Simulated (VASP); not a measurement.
Consider the following.

```
CELL_PARAMETERS angstrom
      3.49350     0.00000     0.00000
     -1.74675     3.02546     0.00000
      0.00000     0.00000    13.66759
ATOMIC_POSITIONS crystal
  Te 0.66667 0.33333 0.37900
  Te 0.33333 0.66667 0.87900
  Te 0.33333 0.66667 0.62100
  Te 0.66667 0.33333 0.12100
  Mo 0.66667 0.33333 0.75000
  Mo 0.33333 0.66667 0.25000
```

Level of theory: PBE GGA with D3 dispersion (Becke-Johnson damping), VASP's PBE PAW potentials (set 64) (plane waves; VASP). Settings: PREC = Normal, EDIFF = 1E-5, 400 eV cut-off, 10×10×3 Γ-centred mesh, Gaussian smearing of 0.050 eV, potentials Te Mo_sv.

### Question
The ions are relaxed. Give the cell that the relaxation ends in.

### Answer

```
CELL_PARAMETERS angstrom
      3.49350     0.00000     0.00000
     -1.74675     3.02546     0.00000
      0.00000     0.00000    13.66759
ATOMIC_POSITIONS crystal
  Te 0.66667 0.33333 0.38307
  Te 0.33333 0.66667 0.88307
  Te 0.33333 0.66667 0.61693
  Te 0.66667 0.33333 0.11693
  Mo 0.66667 0.33333 0.75000
  Mo 0.33333 0.66667 0.25000
```
Space group P6_3/mmc (194), at a tolerance of 0.03 Å.

### Question
How much energy does the relaxation gain?

### Answer
The energy (σ→0) changes by -15.8 meV/atom, in 3 ionic steps.

The compound is MoTe2 in the 2H layered structure. This run relaxes the ions in a fixed cell. Symmetry was kept, so distortions that lower it aren't found.
